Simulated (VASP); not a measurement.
Data:

```xyz
2
Lattice="0.0000 2.8374 2.8374 2.8374 0.0000 2.8374 2.8374 2.8374 0.0000" Properties=species:S:1:pos:R:3 pbc="T T T"
Ga     0.0000     0.0000     0.0000
As     1.4187     1.4187     1.4187
```

Method: PBE GGA with D3 dispersion (Becke-Johnson damping), VASP's PBE PAW potentials (set 64) (plane waves; VASP). Run with 400 eV cut-off, 9×9×9 Γ-centred mesh, tetrahedra with Blöchl corrections, potentials Ga_d As.

Question: What does the run give for the energy per atom (σ→0), band gap (on the k-mesh) with the smallest direct gap where there is one?

Answer: 
```json
{
  "band gap (on the k-mesh)": "0.44 eV",
  "smallest direct gap (on the k-mesh)": "0.44 eV",
  "energy per atom (σ→0)": "-4.450 eV/atom"
}
```

The absolute energy has meaning only against runs of the same code, potentials and settings.

The structure comes from a measured GaAs entry (F-43m) of the Crystallography Open Database, whose conditions weren't checked. It was relaxed first.
